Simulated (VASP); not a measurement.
Input for VASP

### KPOINTS
```
Automatic mesh
0
Gamma
9 9 9
0 0 0
```

INCAR:
```
SYSTEM = Pb
PREC = Accurate
ENCUT = 400
EDIFF = 1E-6
NELM = 100
ALGO = Normal
LREAL = .FALSE.
LASPH = .TRUE.
ISMEAR = 1
SIGMA = 0.1
GGA = PE
LMAXMIX = 4
LWAVE = .FALSE.
LCHARG = .FALSE.
ISIF = 2
NBANDS = 5
```

### POSCAR
```
Pb
1
    0.0000000000     2.5245000000     2.5245000000
    2.5245000000     0.0000000000     2.5245000000
    2.5245000000     2.5245000000     0.0000000000
Pb
1
Direct
  0.0000000000   0.0000000000   0.0000000000
```

POTCAR, in this order: Pb_d (PBE.64 set). Program: vasp_std.

### Question
Does this input run properly? What does VASP do?

### Answer
There is a fault: NBANDS is too small to hold all electrons. VASP stops with an error: The number of bands is not sufficient to hold all electrons. I am sorry, but this calculation does not make sense. If you want to calculate only selected states, you need to set either EFERMI or EREF. EREF specifies around which energy states are supposed to be calculated. I found NBANDS = 5, NELECT = 14. ----> I REFUSE TO CONTINUE WITH THIS SICK JOB ... BYE!!! <----

standard output:
```
 POSCAR found type information on POSCAR Pb
 POSCAR found :  1 types and       1 ions
 Reading from existing POTCAR
 Reading from existing POTCAR
 LDA part: xc-table for (Slater+PW92), standard interpolation

 -----------------------------------------------------------------------------
|                                                                             |
|     EEEEEEE  RRRRRR   RRRRRR   OOOOOOO  RRRRRR      ###     ###     ###     |
|     E        R     R  R     R  O     O  R     R     ###     ###     ###     |
|     E        R     R  R     R  O     O  R     R     ###     ###     ###     |
|     EEEEE    RRRRRR   RRRRRR   O     O  RRRRRR       #       #       #      |
|     E        R   R    R   R    O     O  R   R                               |
|     E        R    R   R    R   O     O  R    R      ###     ###     ###     |
|     EEEEEEE  R     R  R     R  OOOOOOO  R     R     ###     ###     ###     |
|                                                                             |
|     The number of bands is not sufficient to hold all electrons. I am       |
|     sorry, but this calculation does not make sense. If you want to         |
|     calculate only selected states, you need to set either EFERMI or        |
|     EREF. EREF specifies around which energy states are supposed to be      |
|     calculated.                                                             |
|     I found NBANDS = 5, NELECT = 14.                                        |
|                                                                             |
|       ---->  I REFUSE TO CONTINUE WITH THIS SICK JOB ... BYE!!! <----       |
|                                                                             |
 -----------------------------------------------------------------------------
```

To mend it, remove NBANDS.

The mended run (PBE GGA, plane waves, VASP's PBE PAW potentials (set 64)) converges, and its OSZICAR ends with
```
   1 F= -.35789319E+01 E0= -.35786843E+01  d E =-.742870E-03
```

The compound is Pb in the fcc structure. The cell was not relaxed at this level.
